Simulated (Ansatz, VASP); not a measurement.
# MoS2 in two plane-wave programs

Wanted: the spread between two codes on one cell, functional and k mesh. The cell is taken from a series of runs on this material, whose earlier steps may have relaxed, scaled, displaced or heated it; both programs get it as it stands.

Main program and level: Ansatz 0.2.0; plane waves, with VASP 6.6.1 beside it; LDA.

### Step 1. The structure

The cell holds 3 atoms: 1 Mo and 2 S. Its edges and angles: a = 3.121 Å, b = 3.121 Å, c = 16.100 Å, α = 90.0°, β = 90.0°, γ = 120.0°. Vacuum lies along c.

As a file:

```xyz
3
Lattice="3.1206 0.0000 0.0000 -1.5603 2.7026 0.0000 0.0000 0.0000 16.1000" Properties=species:S:1:pos:R:3
Mo    0.0000    1.8017    8.0500
S     1.5603    0.9009    9.6031
S     1.5603    0.9009    6.4969
```

### Step 2. VASP: zone-centre phonons, LDA

Second derivatives magnify differences that forces hide, and they need a tight electronic threshold.

Lines of VASP's logs that name or quote its potential files are left out, and so is its time.

Input file INCAR:

```
SYSTEM = MoS2
PREC = Accurate
ENCUT = 500
EDIFF = 1E-08
NELM = 120
ISMEAR = 0
SIGMA = 0.01
LREAL = .FALSE.
ALGO = Normal
GGA = PW92
NBANDS = 19
LASPH = .TRUE.
LORBIT = 11
LWAVE = .FALSE.
LCHARG = .FALSE.
ISIF = 2
IBRION = 8
LEPSILON = .TRUE.
GGA_COMPAT = .FALSE.
EFERMI = MIDGAP
NELMDL = -8
KPAR = 2
```

Input file POSCAR:

```
MoS2
1.0
    3.1206488864      0.0000000000      0.0000000000
   -1.5603244432      2.7025612119      0.0000000000
    0.0000000000      0.0000000000     16.1000000019
Mo S
1 2
Direct
    0.3333333333      0.6666666667      0.5000000000
    0.6666666666      0.3333333334      0.5964652847
    0.6666666666      0.3333333334      0.4035347153
```

Input file KPOINTS:

```
Automatic mesh
0
Gamma
9 9 1
0 0 0
```

PAW data sets: Mo_sv and S (LDA family, release 64).

Command:

```
$ mpirun -np 2 vasp_std
```

The program printed:

```text
[banner, memory and clock lines left out]
running    2 mpi-ranks, on    1 nodes
 distrk:  each k-point on    1 cores,    2 groups
 distr:  one band on    1 cores,    1 groups

 POSCAR found type information on POSCAR MoS
 POSCAR found :  2 types and       3 ions
|                                                                             |
|               ----> ADVICE to this user running VASP <----                  |
|                                                                             |
|     You enforced a specific xc type in the INCAR file but a different       |
|     [... a line on the potential file left out ...]
|     I HOPE YOU KNOW WHAT YOU ARE DOING!                                     |
|                                                                             |

 LDA part: xc-table for (Slater(with rela. corr.)+PW92), standard interpolation
 POSCAR, INCAR and KPOINTS ok, starting setup
 FFT: planning ... GRIDC
 FFT: planning ... GRID_SOFT
 FFT: planning ... GRID
 WAVECAR not read
 entering main loop
       N       E                     dE             d eps       ncg     rms          rms(c)
DAV:   1     0.174633059090E+03    0.17463E+03   -0.13722E+04   568   0.110E+03
DAV:   2    -0.149669539100E+02   -0.18960E+03   -0.18557E+03   586   0.269E+02
DAV:   3    -0.256272216393E+02   -0.10660E+02   -0.10540E+02   601   0.595E+01
DAV:   4    -0.258057191628E+02   -0.17850E+00   -0.17833E+00   565   0.779E+00
DAV:   5    -0.258104160376E+02   -0.46969E-02   -0.46965E-02   626   0.125E+00
DAV:   6    -0.258106013867E+02   -0.18535E-03   -0.18535E-03   606   0.221E-01
DAV:   7    -0.258106085473E+02   -0.71606E-05   -0.71605E-05   629   0.388E-02
DAV:   8    -0.258106088612E+02   -0.31394E-06   -0.31402E-06   601   0.769E-03    0.264E+01
DAV:   9    -0.247223811840E+02    0.10882E+01   -0.94419E+00   522   0.208E+01    0.884E+00
DAV:  10    -0.245344757871E+02    0.18791E+00   -0.42615E+00   531   0.132E+01    0.656E+00
DAV:  11    -0.243665902397E+02    0.16789E+00   -0.85212E-01   552   0.623E+00    0.136E+00
DAV:  12    -0.243653525645E+02    0.12377E-02   -0.27451E-02   515   0.104E+00    0.628E-01
DAV:  13    -0.243631332484E+02    0.22193E-02   -0.11563E-02   526   0.759E-01    0.739E-02
DAV:  14    -0.243631499737E+02   -0.16725E-04   -0.52151E-04   531   0.167E-01    0.567E-02
[...]
DAV:  19    -0.243635846529E+02   -0.10021E-03   -0.11285E-05   533   0.114E-02    0.785E-03
DAV:  20    -0.243636560810E+02   -0.71428E-04   -0.54111E-06   541   0.927E-03    0.309E-03
DAV:  21    -0.243636907517E+02   -0.34671E-04   -0.16272E-06   524   0.484E-03    0.112E-03
DAV:  22    -0.243637042615E+02   -0.13510E-04   -0.75522E-07   506   0.267E-03    0.139E-03
DAV:  23    -0.243637067357E+02   -0.24743E-05   -0.10957E-07   512   0.111E-03    0.223E-04
DAV:  24    -0.243637071739E+02   -0.43817E-06   -0.14078E-08   438   0.541E-04    0.230E-04
DAV:  25    -0.243637072627E+02   -0.88802E-07   -0.28311E-09   380   0.274E-04    0.347E-05
DAV:  26    -0.243637072714E+02   -0.86607E-08   -0.17551E-10   342   0.629E-05
   1 F= -.24363707E+02 E0= -.24363707E+02  d E =0.000000E+00
 Linear response reoptimize wavefunctions to high precision
DAV:   1    -0.243637072735E+02   -0.21591E-08   -0.35709E-11   354   0.282E-05
DAV:   2    -0.243637072736E+02   -0.57298E-10    0.13254E-11   324   0.109E-05
 Linear response G [H, r] |phi>, progress :
  Direction:   1
       N       E                     dE             d eps       ncg     rms
RMM:   1    -0.132633319999E+03   -0.13263E+03   -0.12169E+02   874   0.247E+02
RMM:   2    -0.123628801570E+03    0.90045E+01   -0.51928E+01   743   0.412E+01
RMM:   3    -0.124180370762E+03   -0.55157E+00   -0.30766E+00   830   0.103E+01
RMM:   4    -0.124191258456E+03   -0.10888E-01   -0.24645E-01   876   0.255E+00
RMM:   5    -0.124191897682E+03   -0.63923E-03   -0.32961E-02   923   0.810E-01
RMM:   6    -0.124191842088E+03    0.55594E-04   -0.38221E-03   948   0.281E-01
RMM:   7    -0.124191838017E+03    0.40708E-05   -0.28904E-04   959   0.583E-02
RMM:   8    -0.124191840489E+03   -0.24721E-05    0.85230E-06   964   0.168E-02
RMM:   9    -0.124191842631E+03   -0.21418E-05   -0.11116E-05   942   0.468E-03
RMM:  10    -0.124191843700E+03   -0.10685E-05    0.37620E-05   899   0.175E-03
RMM:  11    -0.124191843762E+03   -0.61881E-07   -0.30576E-05   839   0.928E-04
RMM:  12    -0.124191843743E+03    0.18343E-07   -0.12069E-05   770   0.717E-04
RMM:  13    -0.124191843736E+03    0.68509E-08   -0.14602E-06   694   0.653E-04
[...]
change of polarisation eV/A/(eV/A) component  2 :    -0.079     3.945    -0.000
 dielectric tensor                  component  2 :    -0.106     6.258    -0.000
 Linear response to external field, progress :
  Direction:   3
       N       E                     dE             d eps       ncg     rms          rms(c)
RMM:   1    -0.104354309617E+01   -0.10435E+01   -0.44291E+00  1009   0.610E+00
RMM:   2    -0.107714720099E+01   -0.33604E-01   -0.27160E-02   765   0.863E-01    0.312E+00
RMM:   3    -0.303493304904E+00    0.77365E+00   -0.18918E+00   843   0.427E+00    0.150E+00
RMM:   4    -0.206979485114E+00    0.96514E-01   -0.10558E-01   704   0.145E+00    0.470E-01
RMM:   5    -0.185983399747E+00    0.20996E-01   -0.46356E-02   712   0.823E-01    0.212E-01
[...]
RMM:   9    -0.671370800329E+00    0.12220E-05   -0.10263E-05  3317   0.126E-03    0.108E-04
RMM:  10    -0.671372929819E+00   -0.21295E-05   -0.55878E-06  3281   0.677E-04    0.369E-05
RMM:  11    -0.671373311558E+00   -0.38174E-06   -0.32127E-06  3707   0.335E-04    0.204E-05
RMM:  12    -0.671373645972E+00   -0.33441E-06   -0.18446E-06  3318   0.185E-04    0.590E-06
RMM:  13    -0.671373698562E+00   -0.52590E-07   -0.84719E-07  3654   0.105E-04    0.413E-06
RMM:  14    -0.671373785987E+00   -0.87425E-07   -0.64834E-07  3304   0.660E-05    0.284E-06
RMM:  15    -0.671373869778E+00   -0.83792E-07   -0.27949E-07  3275   0.472E-05    0.172E-06
RMM:  16    -0.671373819421E+00    0.50357E-07   -0.16851E-07  2991   0.346E-05    0.160E-06
RMM:  17    -0.671373847947E+00   -0.28526E-07   -0.10934E-07  3098   0.269E-05    0.868E-07
RMM:  18    -0.671373862795E+00   -0.14848E-07   -0.68715E-08  3179   0.227E-05    0.560E-07
RMM:  19    -0.671373876669E+00   -0.13874E-07   -0.31611E-08  3145   0.206E-05    0.195E-07
RMM:  20    -0.671373880600E+00   -0.39314E-08   -0.17706E-08  2633   0.188E-05    0.173E-07
 first order change of Fermi-energy  -0.32521E-03
 force on displaced ion       1 direction 1 : -21.732   0.001   0.000
 Born effective charge ion    1 direction 1 :  -1.157   0.001   0.000
 Linear response progress:
  Degree of freedom:   2/  4
       N       E                     dE             d eps       ncg     rms          rms(c)
RMM:   1    -0.105028049317E+01   -0.10503E+01    0.31993E-01   530   0.263E+01
RMM:   2    -0.870549241199E+00    0.17973E+00   -0.26854E-01   672   0.339E+00    0.204E-01
RMM:   3    -0.874690741075E+00   -0.41415E-02   -0.21123E-02   739   0.804E-01    0.145E-01
RMM:   4    -0.873909189108E+00    0.78155E-03   -0.52799E-04   859   0.154E-01    0.839E-02
RMM:   5    -0.873398308000E+00    0.51088E-03   -0.15165E-05   876   0.481E-02    0.150E-02
RMM:   6    -0.873433341073E+00   -0.35033E-04    0.48901E-05   903   0.165E-02    0.335E-03
RMM:   7    -0.873463912661E+00   -0.30572E-04   -0.71827E-07   835   0.531E-03    0.166E-03
RMM:   8    -0.873477874232E+00   -0.13962E-04    0.14990E-06   840   0.207E-03    0.673E-04
RMM:   9    -0.873476282466E+00    0.15918E-05   -0.13748E-06   862   0.845E-04    0.200E-04
RMM:  10    -0.873475795190E+00    0.48728E-06   -0.27890E-07   817   0.456E-04    0.192E-04
RMM:  11    -0.873476152986E+00   -0.35780E-06   -0.81732E-08   817   0.347E-04    0.127E-04
RMM:  12    -0.873476190662E+00   -0.37677E-07   -0.19096E-09   894   0.159E-04    0.959E-05
RMM:  13    -0.873476063750E+00    0.12691E-06   -0.30510E-07   836   0.150E-04    0.166E-05
RMM:  14    -0.873476002927E+00    0.60823E-07   -0.11413E-07   890   0.808E-05    0.313E-05
RMM:  15    -0.873476093481E+00   -0.90554E-07   -0.10163E-07   840   0.571E-05    0.662E-06
RMM:  16    -0.873476094197E+00   -0.71591E-09   -0.53053E-08   871   0.323E-05    0.450E-06
 first order change of Fermi-energy  -0.92353E-05
 force on displaced ion       1 direction 3 :   0.000  -0.000 -32.239
 Born effective charge ion    1 direction 3 :   0.000   0.000  -0.119
 Linear response progress:
  Degree of freedom:   3/  4
       N       E                     dE             d eps       ncg     rms          rms(c)
RMM:   1    -0.104464152428E+00   -0.10446E+00   -0.12260E-01  3852   0.180E+00
RMM:   2    -0.903518474263E-01    0.14112E-01   -0.11221E-02  2592   0.560E-01    0.132E-01
RMM:   3    -0.907335132194E-01   -0.38167E-03   -0.47049E-04  2696   0.128E-01    0.709E-02
RMM:   4    -0.910135483801E-01   -0.28004E-03   -0.67565E-05  2697   0.493E-02    0.157E-02
RMM:   5    -0.910188203495E-01   -0.52720E-05   -0.40221E-06  2791   0.114E-02    0.577E-03
RMM:   6    -0.909911381718E-01    0.27682E-04   -0.72623E-07  2762   0.476E-03    0.189E-03
RMM:   7    -0.909989951623E-01   -0.78570E-05   -0.45308E-08  2708   0.132E-03    0.514E-04
RMM:   8    -0.909982806656E-01    0.71450E-06    0.19180E-08  2965   0.348E-04    0.131E-04
RMM:   9    -0.909976856616E-01    0.59500E-06    0.72931E-08  2843   0.125E-04    0.999E-06
RMM:  10    -0.909977440778E-01   -0.58416E-07   -0.11005E-08  3022   0.474E-05    0.513E-06
RMM:  11    -0.909977517091E-01   -0.76313E-08    0.41399E-08  2921   0.229E-05    0.322E-06
 first order change of Fermi-energy   0.14356E-03
 force on displaced ion       2 direction 1 : -10.348   0.001   0.000
 Born effective charge ion    2 direction 1 :   0.577   0.000   0.000
 Linear response progress:
  Degree of freedom:   4/  4
       N       E                     dE             d eps       ncg     rms          rms(c)
RMM:   1    -0.170868007027E+00   -0.17087E+00   -0.12013E-01  1121   0.193E+00
RMM:   2    -0.152930129448E+00    0.17938E-01   -0.14863E-02   757   0.629E-01    0.393E-01
RMM:   3    -0.153056367587E+00   -0.12624E-03   -0.10699E-03   716   0.186E-01    0.272E-01
RMM:   4    -0.153280944279E+00   -0.22458E-03   -0.43994E-04   709   0.126E-01    0.613E-02
RMM:   5    -0.153224588351E+00    0.56356E-04   -0.16408E-04   708   0.824E-02    0.277E-02
RMM:   6    -0.153245977815E+00   -0.21389E-04   -0.87937E-06   771   0.182E-02    0.679E-03
RMM:   7    -0.153246764408E+00   -0.78659E-06   -0.63799E-07   796   0.531E-03    0.302E-03
RMM:   8    -0.153249446684E+00   -0.26823E-05   -0.60541E-09   775   0.128E-03    0.142E-03
RMM:   9    -0.153253844434E+00   -0.43978E-05   -0.23010E-08   755   0.755E-04    0.396E-04
RMM:  10    -0.153256493285E+00   -0.26489E-05   -0.14361E-08   785   0.428E-04    0.375E-04
RMM:  11    -0.153258410732E+00   -0.19174E-05   -0.59459E-08   786   0.546E-04    0.129E-04
RMM:  12    -0.153259878518E+00   -0.14678E-05   -0.12917E-08   793   0.252E-04    0.878E-05
RMM:  13    -0.153260572199E+00   -0.69368E-06   -0.99368E-08   815   0.160E-04    0.316E-05
RMM:  14    -0.153260537464E+00    0.34735E-07    0.10560E-07   842   0.117E-04    0.352E-05
RMM:  15    -0.153260450230E+00    0.87235E-07   -0.60846E-08   853   0.123E-04    0.101E-05
RMM:  16    -0.153260510556E+00   -0.60327E-07   -0.42474E-09   855   0.476E-05    0.790E-06
RMM:  17    -0.153260490924E+00    0.19632E-07    0.10608E-07   827   0.430E-05    0.743E-06
RMM:  18    -0.153260488035E+00    0.28891E-08    0.64648E-10   811   0.346E-05    0.272E-06
 first order change of Fermi-energy   0.13424E+01
 force on displaced ion       2 direction 3 :  -0.000  -0.000 -17.992
 Born effective charge ion    2 direction 3 :   0.000   0.000   0.060
 Born effective charges drift removed
 Linear response finished
```

(Part 1 of 2 ends here.)

[Lines on the potential files, build, host, timing and source positions are cut from VASP's logs without a mark.]

[Logs are printed without paths, hosts, clocks, repeated set-up lines and the standing remarks that a program may print on its own settings, such as how far it seeks lower states.]

[Hosts, paths, dates, database ids (printed as entryN), source tags and the programs' standing remarks are cut or masked in the printed files.]
